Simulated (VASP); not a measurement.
Output of a VASP run:

**OSZICAR**
```
       N       E                     dE             d eps       ncg     rms          rms(c)
DAV:   1     0.127547335800E+03    0.12755E+03   -0.97134E+03   448   0.161E+03
DAV:   2     0.355618180052E+01   -0.12399E+03   -0.12215E+03   460   0.380E+02
DAV:   3    -0.734297747809E+01   -0.10899E+02   -0.10848E+02   598   0.102E+02
DAV:   4    -0.761847078481E+01   -0.27549E+00   -0.27531E+00   478   0.175E+01
DAV:   5    -0.763158556337E+01   -0.13115E-01   -0.13115E-01   704   0.375E+00    0.419E+00
DAV:   6    -0.756308375703E+01    0.68502E-01   -0.17255E-01   530   0.308E+00    0.271E+00
DAV:   7    -0.756396247658E+01   -0.87872E-03   -0.58789E-02   560   0.135E+00    0.901E-01
DAV:   8    -0.756458996279E+01   -0.62749E-03   -0.73499E-03   490   0.814E-01    0.172E-01
DAV:   9    -0.756470060946E+01   -0.11065E-03   -0.67608E-04   546   0.268E-01    0.401E-02
DAV:  10    -0.756471531010E+01   -0.14701E-04   -0.91501E-05   496   0.865E-02    0.233E-02
DAV:  11    -0.756472386056E+01   -0.85505E-05   -0.41041E-05   480   0.520E-02    0.229E-02
DAV:  12    -0.756472343045E+01    0.43011E-06   -0.29644E-06   532   0.107E-02
   1 F= -.75647234E+01 E0= -.75643011E+01  d E =-.844580E-03
```

OUTCAR:
```
------------------------ aborting loop because EDIFF is reached ----------------------------------------
  FORCE on cell =-STRESS in cart. coord.  units (eV):
  Direction    XX          YY          ZZ          XY          YZ          ZX
  --------------------------------------------------------------------------------------
  Total        0.0203352      0.0203352      0.0203352      0.0000000     -0.0000000     -0.0000000
  in kB        0.4956339      0.4956339      0.4956339      0.0000000     -0.0000000     -0.0000000
  external PRESSURE =       0.4956339 kB  Pullay stress =       0.0000000 kB
  volume of cell :       65.74
      direct lattice vectors                 reciprocal lattice vectors
     0.000000000  3.203237696  3.203237696    -0.156092069  0.156092069  0.156092069
     3.203237696  0.000000000  3.203237696     0.156092069 -0.156092069  0.156092069
     3.203237696  3.203237696  0.000000000     0.156092069  0.156092069 -0.156092069
 POSITION                                       TOTAL-FORCE (eV/Angst)
 -----------------------------------------------------------------------------------
      0.00000      0.00000      0.00000        -0.000000      0.000000     -0.000000
      3.20324      3.20324      3.20324         0.000000      0.000000      0.000000
 -----------------------------------------------------------------------------------
    total drift:                               -0.000000      0.000000      0.000000
  FREE ENERGIE OF THE ION-ELECTRON SYSTEM (eV)
  ---------------------------------------------------
  free  energy   TOTEN  =        -7.5647234304 eV

  energy  without entropy=       -7.5638788502  energy(sigma->0) =       -7.56430114
```
(Selected blocks of OUTCAR.)

POSCAR:
```
SnTe
1
    0.0000000000     3.2032376961     3.2032376961
    3.2032376961     0.0000000000     3.2032376961
    3.2032376961     3.2032376961     0.0000000000
Sn Te
1 1
Direct
  0.0000000000   0.0000000000   0.0000000000
  0.5000000000   0.5000000000   0.5000000000
```

Question: Reconstruct the remaining input files.

Answer: Several could match; the one computed here: the input of the run itself, PBE GGA, plane waves, VASP's PBE PAW potentials (set 64).

**INCAR**
```
SYSTEM = SnTe
PREC = Accurate
ENCUT = 520
EDIFF = 1E-6
NELM = 100
ALGO = Normal
LREAL = .FALSE.
LASPH = .TRUE.
ISMEAR = 0
SIGMA = 0.05
GGA = PE
LMAXMIX = 4
LWAVE = .TRUE.
LCHARG = .FALSE.
```

File KPOINTS:
```
Automatic mesh
0
Gamma
6 6 6
0 0 0
```

POTCAR, in this order: Sn_d Te (PBE.64 set). Program: vasp_std.

The compound is SnTe in the rock salt structure, which distorts at low temperature. It was relaxed first.
